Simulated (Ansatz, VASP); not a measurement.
# As (arsenene 3 layers, AA'): VASP beside Ansatz, part 2 of 2

One calculation is typed for both programs; each brings its own data sets. How far apart do they land? The structure shown is the start of the Ansatz relaxation below; VASP solves that cell, so the two are compared at the walk's first step.

VASP 6.6.1 and Ansatz 0.2.0.

So far: Set-up; Ansatz: relaxation, PBE with D3(BJ).

### Step 3. VASP: single point, PBE with D3(BJ), start cell

Level of this step: PBE with D3(BJ); plane waves and PAW (As) (VASP).

The same cell, functional, mesh and smearing now go to VASP, with its own data sets.

Lines of VASP's logs that name or quote its potential files are left out, and so is its time.

The input, INCAR:

```
SYSTEM = As
PREC = Accurate
ENCUT = 400
EDIFF = 1E-06
NELM = 120
ISMEAR = -1
SIGMA = 0.05
LREAL = .FALSE.
ALGO = Normal
GGA = PE
IVDW = 12
NBANDS = 21
LORBIT = 11
LWAVE = .FALSE.
LCHARG = .FALSE.
ISIF = 2
LDIPOL = .TRUE.
IDIPOL = 3
DIPOL = 0.5 0.5 0.5
LVHAR = .TRUE.
LASPH = .TRUE.
GGA_COMPAT = .FALSE.
EFERMI = MIDGAP
NELMDL = -8
KPAR = 2
```

The input, POSCAR:

```
As
1.0
    3.6100000000      0.0000000000      0.0000000000
   -1.8050000000      3.1263520000      0.0000000000
    0.0000000000      0.0000000000     51.4000000000
As
6
Direct
    0.6666666134      0.3333332267      0.4007782101
    0.3333332267      0.6666664534      0.4280155642
    0.3333332267      0.6666664534      0.4863813230
    0.6666666134      0.3333332267      0.5136186770
    0.6666666134      0.3333332267      0.5719844358
    0.3333332267      0.6666664534      0.5992217899
```

The input, KPOINTS:

```
Automatic mesh
0
Gamma
12 12 1
0 0 0
```

PAW data sets: As (PBE family, release 64).

On the command line:

```console
$ mpirun -np 2 vasp_std
```

Numbers of over 12 decimals in the logs are rounded to 6 here.

What it wrote:

```text
[banner, memory and clock lines left out]
running    2 mpi-ranks, on    1 nodes
 distrk:  each k-point on    1 cores,    2 groups
 distr:  one band on    1 cores,    1 groups

 POSCAR found type information on POSCAR As
 POSCAR found :  1 types and       6 ions
 LDA part: xc-table for (Slater+PW92), standard interpolation
|                                                                             |
|           W    W    AA    RRRRR   N    N  II  N    N   GGGG   !!!           |
|           W    W   A  A   R    R  NN   N  II  NN   N  G    G  !!!           |
|           W    W  A    A  R    R  N N  N  II  N N  N  G       !!!           |
|           W WW W  AAAAAA  RRRRR   N  N N  II  N  N N  G  GGG   !            |
|           WW  WW  A    A  R   R   N   NN  II  N   NN  G    G                |
|           W    W  A    A  R    R  N    N  II  N    N   GGGG   !!!           |
|                                                                             |
|     One of the lattice vectors is very long (>50 A), but AMIN is rather     |
|     large. This can spoil convergence since charge sloshing might occur     |
|     along the long lattice vector. If problems with convergence are         |
|     observed, try to decrease AMIN to a smaller value (e.g. 0.01).          |
|     Note: This warning only applies if the self-consistency cycle is        |
|     used.                                                                   |
|                                                                             |

 POSCAR, INCAR and KPOINTS ok, starting setup
 FFT: planning ... GRIDC
 FFT: planning ... GRID_SOFT
 FFT: planning ... GRID
 WAVECAR not read
 entering main loop
       N       E                     dE             d eps       ncg     rms          rms(c)
DAV:   1     0.202947255193E+03    0.20295E+03   -0.76798E+03   814   0.790E+02
DAV:   2     0.747802310786E+00   -0.20220E+03   -0.19320E+03  1227   0.160E+02
DAV:   3    -0.265513387123E+02   -0.27299E+02   -0.26988E+02   975   0.684E+01
DAV:   4    -0.275008782148E+02   -0.94954E+00   -0.94253E+00  1115   0.156E+01
DAV:   5    -0.275240217095E+02   -0.23143E-01   -0.23114E-01  1121   0.204E+00
DAV:   6    -0.275245368614E+02   -0.51515E-03   -0.51487E-03  1126   0.330E-01
DAV:   7    -0.275245615282E+02   -0.24667E-04   -0.24662E-04  1117   0.572E-02
DAV:   8    -0.275245626016E+02   -0.10734E-05   -0.10735E-05  1112   0.116E-02    0.592E+00
DAV:   9    -0.274167603847E+02    0.10780E+00   -0.60302E-02   917   0.114E+00    0.350E+00
DAV:  10    -0.273620950705E+02    0.54665E-01   -0.11913E-01   968   0.165E+00    0.206E-01
DAV:  11    -0.273627096912E+02   -0.61462E-03   -0.53221E-03   995   0.445E-01    0.107E-01
DAV:  12    -0.273628108693E+02   -0.10118E-03   -0.11024E-03  1004   0.170E-01    0.520E-02
DAV:  13    -0.273628123893E+02   -0.15200E-05   -0.19647E-04  1111   0.767E-02    0.235E-02
DAV:  14    -0.273627981899E+02    0.14199E-04   -0.89277E-05   993   0.519E-02    0.951E-03
DAV:  15    -0.273628257720E+02   -0.27582E-04   -0.26393E-05  1024   0.230E-02    0.609E-03
DAV:  16    -0.273628691040E+02   -0.43332E-04   -0.13463E-05   948   0.152E-02    0.420E-03
DAV:  17    -0.273629297479E+02   -0.60644E-04   -0.56842E-06   963   0.859E-03    0.235E-03
DAV:  18    -0.273629907488E+02   -0.61001E-04   -0.76418E-06   877   0.699E-03    0.128E-03
DAV:  19    -0.273630108793E+02   -0.20131E-04   -0.76970E-07   818   0.256E-03    0.711E-04
DAV:  20    -0.273630290053E+02   -0.18126E-04   -0.52017E-07   698   0.195E-03    0.450E-04
DAV:  21    -0.273630402940E+02   -0.11289E-04   -0.25745E-07   677   0.123E-03    0.225E-04
DAV:  22    -0.273630422938E+02   -0.19998E-05   -0.74343E-08   592   0.715E-04    0.158E-04
DAV:  23    -0.273630442910E+02   -0.19972E-05   -0.46061E-08   538   0.534E-04    0.865E-05
DAV:  24    -0.273630447157E+02   -0.42466E-06   -0.10904E-08   519   0.291E-04
   1 F= -.29174589E+02 E0= -.29163377E+02  d E =-.224222E-01
```

Parts of OUTCAR (step 3):

```text
ion  position               nearest neighbor table
   1  0.667  0.333  0.401-   2 2.51   2 2.51   2 2.51
   2  0.333  0.667  0.428-   1 2.51   1 2.51   1 2.51
   3  0.333  0.667  0.486-   4 2.51   4 2.51   4 2.51
   4  0.667  0.333  0.514-   3 2.51   3 2.51   3 2.51
   5  0.667  0.333  0.572-   6 2.51   6 2.51   6 2.51
   6  0.333  0.667  0.599-   5 2.51   5 2.51   5 2.51

  LATTYP: Found a hexagonal cell.
 ALAT       =     3.6100000000
 C/A-ratio  =    14.2382271468

 Subroutine GETGRP returns: Found 12 space group operations
 (whereof 12 operations were pure point group operations)

The static configuration has the point symmetry D_3d.

 Found     19 irreducible k-points:

   k-points           NKPTS =     19   k-points in BZ     NKDIM =     19   number of bands    NBANDS=     21

   dimension x,y,z NGX =    24 NGY =   24 NGZ =  336
   dimension x,y,z NGXF=    48 NGYF=   48 NGZF=  672

   ENCUT  =  400.0 eV  29.40 Ry    5.42 a.u.   5.89  5.89 83.82*2*pi/ulx,y,z

   NELECT =      30.0000    total number of electrons

 k-points in reciprocal lattice and weights: Automatic mesh
   0.00000000  0.00000000  0.00000000       0.007
   0.08333333  0.00000000  0.00000000       0.042
   0.16666667  0.00000000  0.00000000       0.042
   0.25000000  0.00000000  0.00000000       0.042
   0.33333333  0.00000000  0.00000000       0.042
   0.41666667  0.00000000  0.00000000       0.042
   0.50000000  0.00000000  0.00000000       0.021
   0.08333333  0.08333333  0.00000000       0.042
   0.16666667  0.08333333  0.00000000       0.083
[...]
0.33333333  0.25000000  0.00000000       0.083
   0.33333333  0.33333333  0.00000000       0.014

 dipolmoment           0.000000      0.000000     -0.000000 electrons x Angstroem

 average (electrostatic) potential at core
       1 -57.3769       2 -57.4306       3 -57.3900       4 -57.3900       5 -57.4306
       6 -57.3769

 E-fermi :  -1.9086

 k-point     1 :       0.0000    0.0000    0.0000
  band No.  band energies     occupation
    ...
     11      -3.1735      2.00000
     12      -3.1735      2.00000
     13      -3.0339      2.00000
     14      -3.0339      2.00000
     15      -2.0391      1.86309
     16      -1.4036      0.00008
     17      -0.5398      0.00000
     18      -0.4692      0.00000
     19       0.0217      0.00000
     20       0.0217      0.00000
    ...

 k-point     2 :       0.0833    0.0000    0.0000
  band No.  band energies     occupation
    ...
     10      -3.9649      2.00000
     11      -3.5031      2.00000
     12      -3.3770      2.00000
     13      -3.3535      2.00000
     14      -3.2372      2.00000
     15      -1.7990      0.20100
     16      -0.7956      0.00000
     17      -0.2708      0.00000
     18      -0.1273      0.00000
     19      -0.0116      0.00000
    ...

 k-point     3 :       0.1667    0.0000    0.0000
  band No.  band energies     occupation
    ...
     10      -4.8265      2.00000
     11      -3.9553      2.00000
     12      -3.8292      2.00000
     13      -3.6894      2.00000
     14      -3.3783      2.00000
     15      -1.8418      0.41635
     16      -1.2712      0.00001
     17      -0.8052      0.00000
     18      -0.3603      0.00000
     19       0.5130      0.00000
    ...

 Edisp (eV)   -1.81154

  Total       0.12107     0.12107     2.25032     0.00000     0.00000    -0.00000
  in kB       0.33439     0.33439     6.21507     0.00000     0.00000    -0.00000
  external pressure =        2.29 kB  Pullay stress =        0.00 kB

  energy-cutoff  :      400.00
  volume of cell :      580.11
      direct lattice vectors                 reciprocal lattice vectors
     3.610000000  0.000000000  0.000000000     0.277008310  0.159930808  0.000000000
    -1.805000000  3.126352000  0.000000000     0.000000000  0.319861615  0.000000000
     0.000000000  0.000000000 51.400000000     0.000000000  0.000000000  0.019455253

 POSITION                                       TOTAL-FORCE (eV/Angst)
 -----------------------------------------------------------------------------------
      1.80500      1.04212     20.60000        -0.000000     -0.000000      0.076521
      0.00000      2.08423     22.00000         0.000000      0.000000     -0.492279
      0.00000      2.08423     25.00000         0.000000     -0.000000      0.422907
      1.80500      1.04212     26.40000        -0.000000      0.000000     -0.422907
      1.80500      1.04212     29.40000        -0.000000     -0.000000      0.492279
      0.00000      2.08423     30.80000         0.000000      0.000000     -0.076521
 -----------------------------------------------------------------------------------
    total drift:                               -0.000000      0.000604      0.000000

  FREE ENERGIE OF THE ION-ELECTRON SYSTEM (eV)
  ---------------------------------------------------
  free  energy   TOTEN  =       -29.1745885533 eV

  energy  without entropy=      -29.1521663348  energy(sigma->0) =      -29.16337744

 vacuum level on the upper side and lower side of the slab         2.188         2.188

 total charge
# of ion       s       p       d       tot
------------------------------------------
    1        1.298   1.363   0.042   2.703
    2        1.308   1.362   0.045   2.715
    3        1.314   1.355   0.046   2.714
    4        1.314   1.355   0.046   2.714
    5        1.308   1.362   0.045   2.715
    6        1.298   1.363   0.042   2.703
--------------------------------------------------
tot          7.840   8.160   0.265  16.265

[... 3 further parts left out ...]
```

### Step 4. Side by side

Known differences besides the potentials themselves: Ansatz cuts the interaction across the vacuum, VASP repeats the sheet with a dipole correction; the data sets hold 90 valence electrons in Ansatz (on its default PAW (the set named soft_2) files) and 30 in VASP; the cutoff is 420 eV in Ansatz and 400 eV in VASP. Total energies have different zeros and are not compared.

Forces (eV/Å; atoms numbered as in POSCAR):

```csv
atom,"Ansatz x, y, z","VASP x, y, z"
As1,"0.000, 0.000, 0.147","0.000, 0.000, 0.077"
As2,"0.000, 0.000, -0.575","0.000, 0.000, -0.492"
As3,"0.000, 0.000, 0.501","0.000, 0.000, 0.423"
As4,"0.000, 0.000, -0.501","0.000, 0.000, -0.423"
As5,"0.000, 0.000, 0.575","0.000, 0.000, 0.492"
As6,"0.000, 0.000, -0.147","0.000, 0.000, -0.077"
```

The forces differ by 45 meV/Å r.m.s., which is 20.5 % of the r.m.s. force of 0.218 eV/Å (both taken over all components). With vacuum in the cell, a pressure given here is an average over mostly empty space and none of the material.

### Step 5. What the set-up changes

Further runs change the set-up of one program: Ansatz's method, potentials or start, or VASP's data sets, cutoff or form of LDA. The table gives that difference for each run.

```csv
run,r.m.s. force difference (meV/Å)
as above,45
VASP with the data sets As_d and a cutoff of 520 eV,12
```

### Step 6. Summary of results

| Quantity | Value |
| --- | --- |
| r.m.s. force difference (single point, PBE with D3(BJ), start cell) | 21 % of the r.m.s. force |

**Reading.** The r.m.s. force difference is 21 % of the r.m.s. force (single point, PBE with D3(BJ), start cell), beyond the 3 % picked in this series as the mark of a large difference. The data sets hold unlike numbers of valence electrons (90 in Ansatz and 30 in VASP), so part of the differences comes from the potentials. Single point, PBE with D3(BJ), start cell, VASP with the data sets As_d and a cutoff of 520 eV: r.m.s. force difference goes from 45 to 12 meV/Å. 1 further run of this series is not shown here. How closely two codes agree says nothing of how well the functional describes the real material.

[Lines on the potential files, build, host, timing and source positions are cut from VASP's logs without a mark.]

[Logs are printed without paths, hosts, clocks, repeated set-up lines and the standing remarks that a program may print on its own settings, such as how far it seeks lower states.]

[Hosts, paths, dates, database ids (printed as entryN), source tags and the programs' standing remarks are cut or masked in the printed files.]

[Rows of further runs with another cutoff or data set may stand on the cell that Ansatz relaxed, not on the start cell of the pair above them.]
